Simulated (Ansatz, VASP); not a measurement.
# GaN: VASP beside Ansatz

Wanted: the spread between two codes on one cell, functional and k mesh. The cell is taken from a series of runs on this material, whose earlier steps may have relaxed, scaled, displaced or heated it; both programs get it as it stands.

Program: Ansatz 0.2.0. Level of theory: plane waves, with VASP 6.6.1 beside it; single point at LDA. Results are calculated unless marked as measured.

## Step 1: The structure

It takes space group F-43m (No. 216, cubic). Conventional cell: a = 4.507 Å, b = 4.507 Å, c = 4.507 Å, α = 90.00°, β = 90.00°, γ = 90.00°. Ga has 4 N at 1.95 Å nearest. N has 4 Ga at 1.95 Å nearest. Farther neighbours and most contacts between anions are not listed.

Coordinates:

```xyz
2
Lattice="-1.5935 -2.2535 1.5935 1.5935 -2.2535 1.5935 0.0000 0.0000 3.1869" Properties=species:S:1:pos:R:3 pbc="T T T"
Ga    0.0000    0.0000    0.0000
N     0.0000   -1.1268    1.5935
```

## Step 2: VASP: single point, LDA, pair 1

With cell and atoms fixed, the geometry can't cause a difference; cores, projectors, grids and the points listed under the comparison can.

Lines of VASP's logs that name or quote its potential files are left out, and so is its time.

The input, INCAR:

```
SYSTEM = GaN
PREC = Accurate
ENCUT = 520
EDIFF = 1E-06
NELM = 120
ISMEAR = 0
SIGMA = 0.01
LREAL = .FALSE.
ALGO = Normal
GGA = PW92
NBANDS = 15
LORBIT = 11
LWAVE = .FALSE.
LCHARG = .FALSE.
ISIF = 2
LASPH = .TRUE.
GGA_COMPAT = .FALSE.
EFERMI = MIDGAP
```

The input, POSCAR:

```
GaN
1.0
   -1.5934655626     -2.2535006115      1.5934655601
    1.5934655626     -2.2535006115      1.5934655601
    0.0000000000     -0.0000000035      3.1869311252
Ga N
1 1
Direct
    0.0000000000      0.0000000000      0.0000000000
    0.2500000000      0.2500000000      0.2500000000
```

The input, KPOINTS:

```
Automatic mesh
0
Gamma
8 8 8
0 0 0
```

PAW data sets: Ga_d and N (LDA family, release 64).

Command:

```bash
$ mpirun -np 1 vasp_std
```

Numbers of over 12 decimals in the logs are rounded to 6 here.

The log of the run:

```text
[banner, memory and clock lines left out]
running    1 mpi-ranks, on    1 nodes
 distrk:  each k-point on    1 cores,    1 groups
 distr:  one band on    1 cores,    1 groups

 POSCAR found type information on POSCAR GaN
 POSCAR found :  2 types and       2 ions
|                                                                             |
|               ----> ADVICE to this user running VASP <----                  |
|                                                                             |
|     You enforced a specific xc type in the INCAR file but a different       |
|     [... a line on the potential file left out ...]
|     I HOPE YOU KNOW WHAT YOU ARE DOING!                                     |
|                                                                             |

 LDA part: xc-table for (Slater(with rela. corr.)+PW92), standard interpolation
 POSCAR, INCAR and KPOINTS ok, starting setup
 FFT: planning ... GRIDC
 FFT: planning ... GRID_SOFT
 FFT: planning ... GRID
 WAVECAR not read
 entering main loop
       N       E                     dE             d eps       ncg     rms          rms(c)
DAV:   1     0.831979453398E+02    0.83198E+02   -0.94471E+03   963   0.215E+03
DAV:   2    -0.976031974701E+01   -0.92958E+02   -0.86038E+02  1010   0.349E+02
DAV:   3    -0.158923474422E+02   -0.61320E+01   -0.61072E+01   961   0.745E+01
DAV:   4    -0.159609084683E+02   -0.68561E-01   -0.68554E-01  1067   0.838E+00
DAV:   5    -0.159617912670E+02   -0.88280E-03   -0.88279E-03  1059   0.907E-01    0.750E+00
DAV:   6    -0.139978672448E+02    0.19639E+01   -0.52682E+00  1305   0.429E+01    0.269E+00
DAV:   7    -0.139674088137E+02    0.30458E-01   -0.25358E-01   989   0.652E+00    0.168E+00
DAV:   8    -0.139431138475E+02    0.24295E-01   -0.77277E-02   975   0.294E+00    0.742E-01
DAV:   9    -0.139395196594E+02    0.35942E-02   -0.11850E-02  1161   0.228E+00    0.233E-01
DAV:  10    -0.139396825947E+02   -0.16294E-03   -0.14710E-03  1101   0.523E-01    0.114E-01
DAV:  11    -0.139395832739E+02    0.99321E-04   -0.30631E-04  1317   0.335E-01    0.239E-02
DAV:  12    -0.139395852838E+02   -0.20099E-05   -0.21142E-05   968   0.472E-02    0.781E-03
DAV:  13    -0.139395851793E+02    0.10450E-06   -0.59081E-07   638   0.126E-02
   1 F= -.13939585E+02 E0= -.13939585E+02  d E =0.000000E+00
```

OUTCAR, selected parts (step 2):

```text
ion  position               nearest neighbor table
   1  0.000  0.000  0.000-   2 1.95   2 1.95   2 1.95   2 1.95
   2  0.250  0.250  0.250-   1 1.95   1 1.95   1 1.95   1 1.95

  LATTYP: Found a face centered cubic cell.
 ALAT       =     4.5070012195

 Subroutine GETGRP returns: Found 24 space group operations
 (whereof 24 operations were pure point group operations)

The static configuration has the point symmetry T_d .

 Found     29 irreducible k-points:

   k-points           NKPTS =     29   k-points in BZ     NKDIM =     29   number of bands    NBANDS=     15

   dimension x,y,z NGX =    24 NGY =   24 NGZ =   24
   dimension x,y,z NGXF=    48 NGYF=   48 NGZF=   48

   ENCUT  =  520.0 eV  38.22 Ry    6.18 a.u.   5.93  5.93  5.93*2*pi/ulx,y,z

   NELECT =      18.0000    total number of electrons

 k-points in reciprocal lattice and weights: Automatic mesh
   0.00000000  0.00000000  0.00000000       0.002
   0.12500000  0.00000000 -0.00000000       0.016
   0.25000000  0.00000000 -0.00000000       0.016
   0.37500000  0.00000000  0.00000000       0.016
   0.50000000  0.00000000 -0.00000000       0.008
   0.12500000  0.12500000 -0.00000000       0.012
   0.25000000  0.12500000  0.00000000       0.047
   0.37500000  0.12500000 -0.00000000       0.047
   0.50000000  0.12500000 -0.00000000       0.047
[...]
-0.37500000  0.50000000  0.12500000       0.023
  -0.25000000  0.50000000  0.25000000       0.012

 average (electrostatic) potential at core
       1 -64.7654       2 -62.0089

 E-fermi :   5.9056

 k-point     1 :       0.0000    0.0000    0.0000
  band No.  band energies     occupation
    ...
      5      -8.2091      2.00000
      6      -8.2091      2.00000
      7       5.0306      2.00000
      8       5.0306      2.00000
      9       5.0306      2.00000
     10       6.7805      0.00000
     11      15.1447      0.00000
     12      15.1447      0.00000
     13      15.1447      0.00000
     14      22.3452      0.00000
    ...

 k-point     2 :       0.1250    0.0000   -0.0000
  band No.  band energies     occupation
    ...
      5      -8.2107      2.00000
      6      -8.2107      2.00000
      7       3.5122      2.00000
      8       4.8664      2.00000
      9       4.8664      2.00000
     10       7.9020      0.00000
     11      14.4402      0.00000
     12      15.3838      0.00000
     13      15.3838      0.00000
     14      22.1575      0.00000
    ...

 k-point     3 :       0.2500    0.0000   -0.0000
  band No.  band energies     occupation
    ...
      5      -8.2043      2.00000
      6      -8.1314      2.00000
      7       1.1668      2.00000
      8       4.5036      2.00000
      9       4.5036      2.00000
     10       9.0514      0.00000
     11      13.6445      0.00000
     12      15.6160      0.00000
     13      15.6160      0.00000
     14      20.8509      0.00000
    ...

  Total       -0.8148692     -0.8148692     -0.8148692     -0.0000000     -0.0000000      0.0000000
  in kB      -57.0420961    -57.0420961    -57.0420961     -0.0000000     -0.0000000      0.0000000
  external PRESSURE =     -57.0420961 kB  Pullay stress =       0.0000000 kB

  energy-cutoff  :      520.00
  volume of cell :       22.89
      direct lattice vectors                 reciprocal lattice vectors
    -1.593465563 -2.253500611  1.593465560    -0.313781491 -0.221877020 -0.000000000
     1.593465563 -2.253500611  1.593465560     0.313781491 -0.221877020 -0.000000000
     0.000000000 -0.000000003  3.186931125     0.000000000  0.221877020  0.313781491

 POSITION                                       TOTAL-FORCE (eV/Angst)
 -----------------------------------------------------------------------------------
      0.00000      0.00000      0.00000         0.000000     -0.000000      0.000000
      0.00000     -1.12675      1.59347        -0.000000      0.000000     -0.000000
 -----------------------------------------------------------------------------------
    total drift:                                0.000000     -0.000002      0.000003

  FREE ENERGIE OF THE ION-ELECTRON SYSTEM (eV)
  ---------------------------------------------------
  free  energy   TOTEN  =       -13.9395851793 eV

  energy  without entropy=      -13.9395851793  energy(sigma->0) =      -13.93958518

 total charge
# of ion       s       p       d       tot
------------------------------------------
    1        0.799   0.910  10.176  11.884
    2        1.210   2.485   0.000   3.695
--------------------------------------------------
tot          2.009   3.394  10.176  15.579

[... 3 further parts left out ...]
```

The run ends at a pressure of -5.70 GPa.

## Step 3: Ansatz: single point, LDA, pair 1

Ansatz runs on its default PAW (the set named soft_2) files.

The same cell, functional (in two slightly different forms) and mesh now go to Ansatz, which takes its cutoff from its data sets.

The input, input.yaml:

```yaml
crystal:
  lattice:
    - [-1.5934655626, -2.2535006115, 1.5934655601]
    - [1.5934655626, -2.2535006115, 1.5934655601]
    - [0.0, -3.5e-09, 3.1869311252]
  atoms:
    - { symbol: Ga, position: [0.0, 0.0, 0.0] }
    - { symbol: "N", position: [0.25, 0.25, 0.25] }
kpoints:
  mp_grid: { grid: [8, 8, 8] }
hamiltonian:
  xc: lda
scf:
  occupations: { method: fixed }
  n_extra_bands: 30
output:
  wannier:
    kmesh: [8, 8, 8]
    projections:
      - { species: Ga, l: s, shell: 4 }
      - { species: Ga, l: p, shell: 4 }
      - { species: "N", l: p, shell: 2 }
    minimise: false
    seedname: w
    disentanglement: { window: [2.01, 24.81], frozen_window: [2.01, 14.01] }
```

Command:

```bash
$ ansatz run input.yaml --threads 14 --pin off --max-ram 73728MiB --backend cpu --events-out ev --progress --plain --runs-dir out
```

The log of the run:

```text
scf.n_extra_bands = 30 over 9 filled bands (N_el = 18.0): the run solves 39 bands
Engine: ansatz 0.2.0, aarch64-unknown-linux-gnu
Pseudopotentials: kind: paw
Pseudopotential: Ga, paw, valence charge 13, recommended cutoff 420 eV (normal), Ga.paw.azcp
Pseudopotential: N, paw, valence charge 5, recommended cutoff 420 eV (normal), N.paw.azcp
Functional definition: SPW92
  exchange = slater_x
  correlation = pw_c
Crystal: 2 atoms, lattice volume = 22.888 Å³
Basis set: ecut = 420 eV, 459 PW (Γ)
Bands: 39, of which v1, the nominal top of the filled ones, is band 9 counted from 1 (8 counted from 0)
Symmetry: 24 space group operations
Space group: F-43m (ITA 216), of the structure as read, at distance tolerance 2.8e-5 Å
k-points: 29 of 512 (time reversal used)
Non-local potential: Ga, projectors of the file, l = 0: 2, l = 1: 2, l = 2: 3, l = 3: 1
Non-local potential: N, projectors of the file, l = 0: 2, l = 1: 2, l = 2: 1
PAW form: soft (Blöchl's): semilocal exchange-correlation on the pseudo side does not see the compensation charge
PAW frozen core: Ga, regenerated for the run's functional, and the local potential with it (the file was generated under x = pbe(κ = 0.804, μ = 0.219515), c = pbe(β = 0.066725))
PAW frozen core: N, regenerated for the run's functional, and the local potential with it (the file was generated under x = pbe(κ = 0.804, μ = 0.219515), c = pbe(β = 0.066725))
PAW one-centre angular grid: Ga, 590 points (default); XC on 64 Gauss nodes
PAW one-centre angular grid: N, 110 points (default); XC on 64 Gauss nodes
Initial density: superposition of atomic densities (neutral atoms: chi_scale 0, normalization atom), corrected by the library's trained network
Initial wavefunctions: pseudopotential atomic-orbital guess
Functional: x = slater, c = lda
SCF iter   1: F=—  HF=-4082.078295 eV  |F-HF|=—  |Δ(HF+E_count)|=         —  Δρ=1.33e-2  dr2=3.86e-2  ethr=1.77e-3  ⟨swp⟩=4.0  Hψ=3969  notcnv=0  defer=752
preconditioner: auto → none  [insulator: Δε(μ)=1.625 eV  Ē_g=45.887 eV  n_scr=8 (ndim 8)  ℏωp=32.9 eV  f_vac=0.001  ε∞_Penn≈1.5]
SCF iter   2: F=—  HF=-4082.069132 eV  |F-HF|=—  |Δ(HF+E_count)|=   9.16e-3  Δρ=6.77e-3  dr2=7.49e-3  ethr=2.15e-4  ⟨swp⟩=2.0  Hψ=1422  notcnv=0  defer=810
SCF iter   3: F=—  HF=-4082.066869 eV  |F-HF|=—  |Δ(HF+E_count)|=   2.26e-3  Δρ=1.71e-3  dr2=2.70e-4  ethr=4.16e-5  ⟨swp⟩=2.0  Hψ=541  notcnv=0  defer=810
SCF iter   4: F=—  HF=-4082.066763 eV  |F-HF|=—  |Δ(HF+E_count)|=   1.06e-4  Δρ=5.91e-4  dr2=2.55e-5  ethr=1.50e-6  ⟨swp⟩=2.9  Hψ=699  notcnv=0  defer=793
SCF iter   5: F=—  HF=-4082.066747 eV  |F-HF|=—  |Δ(HF+E_count)|=   1.62e-5  Δρ=3.55e-5  dr2=1.48e-7  ethr=1.42e-7  ⟨swp⟩=2.1  Hψ=646  notcnv=0  defer=727
SCF iter   6: F=-4082.066747 eV  HF=-4082.066747 eV  |F-HF|=8.99e-10  |Δ(HF+E_count)|=   4.92e-9  Δρ=5.29e-6  dr2=3.01e-9  ethr=5.56e-10  ⟨swp⟩=9.5  Hψ=7072  notcnv=0
SCF 1 converged in 6 iterations: F = -4082.066747 eV  dr2 = 3.01e-9
  greatest PAW one-centre occupation: 0.996 electrons in one spin orbital (limit 2), on the Ga atom at site 0 (counted from 0), in its partial waves of l = 2
NSCF: frozen V_eff on 32 k-points
the Wannier pass solved 32 of the 512 points of its mesh, and has the states at the others by symmetry: states obtained by the crystal's operations at points that were solved too leave a residual of 5.67e-13 eV (read by the count's bands and the next), within 5.56e-6 eV
SCF converged after 6 iterations
Free energy (F): -4082.066747 eV
Harris-Foulkes:  -4082.066747 eV  (|F-HF|=8.99e-10)
Internal energy: -4082.066747 eV  (E = F + TS)
E sigma→0 (E₀):  -4082.066747 eV
Fermi energy:    9.280418 eV
--- Per-component energies (eV) ---
  E_band       = -13.121289
  E_kinetic    = 246.493598
  E_local      = -1953.279799  (includes V_loc(G=0)·N_el)
  E_nonlocal   = 477.482593
  E_hartree    = 895.549365
  E_xc         = -127.671775
  E_vxc        = -133.990922  (∫ρ·V_xc dr)
  E_paw        = -2035.014420  (= ΣΔE_a)
  E_vpaw       = -440.925223  (= ΣTr[D̂ρ^β])
  E_aug_tail   = 0.000119  (compensation charges beyond the density's cutoff)
  E_ewald      = -1587.434952
  E_core_change = 1.808524  (= ΣΔE_core)
  E_smearing   = -0.000000  (= −TS)
  E_closure    = -0.000000  (closes the sum)
  Σ components = -4082.066747   (vs F -4082.066747, Δ=0.00e0)
--- Band table (eV; the first three rows and the last of 29) ---
  k-point 0: bands = [... 5 lower, -3.9908, 9.2804, 9.2804, 9.2804, 11.0124, 19.3981, 19.3981, 19.3981, ... 26 higher]
  k-point 1: bands = [... 5 lower, -3.9924, 7.7575, 9.1167, 9.1167, 12.1384, 18.6901, 19.6360, 19.6360, ... 26 higher]
  k-point 2: bands = [... 5 lower, -3.9062, 5.4112, 8.7530, 8.7530, 13.2880, 17.8914, 19.8642, 19.8642, ... 26 higher]
  k-point 28: bands = [... 5 lower, -1.8212, 3.4991, 5.5415, 5.5929, 15.4009, 17.5039, 19.4281, 20.1910, ... 26 higher]
```

## Step 4: Side by side

Known differences besides the potentials themselves: fixed occupations in Ansatz, narrow Gaussian smearing in VASP; the cutoff is 420 eV in Ansatz and 520 eV in VASP; VASP's log shows a relativistic correction to its local exchange, Ansatz's none. Total energies have different zeros and are not compared.

Compared:

```tsv
quantity	Ansatz	VASP	difference
gap on the k mesh (eV)	1.732	1.750	-0.018
```

A gap on the mesh is an upper bound, since the band edges may lie between its points.

## Step 5: VASP: single point, LDA, pair 2

A single point gives forces, pressure and levels at one fixed geometry, so differences don't come from the geometry; what else differs is listed under the comparison.

Changes to INCAR since step 2:

```diff
@@ -5,4 +5,4 @@
 NELM = 120
-ISMEAR = 0
-SIGMA = 0.01
+ISMEAR = -1
+SIGMA = 0.02
 LREAL = .FALSE.
```

POSCAR is that of step 2.

KPOINTS is that of step 2.

Command:

```bash
$ mpirun -np 1 vasp_std
```

The log of the run:

```text
[banner, memory and clock lines left out]
running    1 mpi-ranks, on    1 nodes
[...]
[... a notice as in an earlier step ...]

 LDA part: xc-table for (Slater(with rela. corr.)+PW92), standard interpolation
 POSCAR, INCAR and KPOINTS ok, starting setup
[...]
entering main loop
       N       E                     dE             d eps       ncg     rms          rms(c)
DAV:   1     0.831968603147E+02    0.83197E+02   -0.94471E+03   963   0.215E+03
DAV:   2    -0.976031974701E+01   -0.92957E+02   -0.86118E+02  1010   0.349E+02
[... 11 cycles as in an earlier step ...]
   1 F= -.13939585E+02 E0= -.13939585E+02  d E =-.342392E-21
```

OUTCAR, selected parts (step 5):

```text
[... 6 parts as in an earlier step ...]

[... 1 further part left out ...]
[key lines of the parts left out:]
E-fermi :   5.9056
```

The run ends at a pressure of -5.70 GPa.

(Continued in part 2 of 2.)

[Lines on the potential files, build, host, timing and source positions are cut from VASP's logs without a mark.]

[Logs are printed without paths, hosts, clocks, repeated set-up lines and the standing remarks that a program may print on its own settings, such as how far it seeks lower states.]

[Hosts, paths, dates, database ids (printed as entryN), source tags and the programs' standing remarks are cut or masked in the printed files.]
